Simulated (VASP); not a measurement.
Energy against volume of Lu (hcp). Method: PBE GGA, VASP's PBE PAW potentials (set 64) (plane waves; VASP). Numerical set-up: 520 eV cut-off, 12×12×7 Γ-centred mesh, first-order Methfessel-Paxton smearing of 0.10 eV, potentials Lu_3.

Shape and ions are relaxed at each volume.

| V (Å³/atom) | E (eV/atom) |
|---|---|
| 28.441 | -4.44853 |
| 29.321 | -4.45382 |
| 30.200 | -4.45110 |
| 31.080 | -4.44132 |

Question: Fit these four points and predict the energy of the run at 27.562 Å³/atom.

Answer: A cubic in V^(−2/3), the third-order Birch-Murnaghan form, passes through the four points with V0 = 29.44 Å³/atom and B0 = 48 GPa, and gives -4.4341 eV/atom there. The run gave -4.4341 eV/atom, +0.0 meV/atom from the fit; all five points give B0 = 48 GPa.

The compound is Lu in the hcp structure. It was relaxed first.
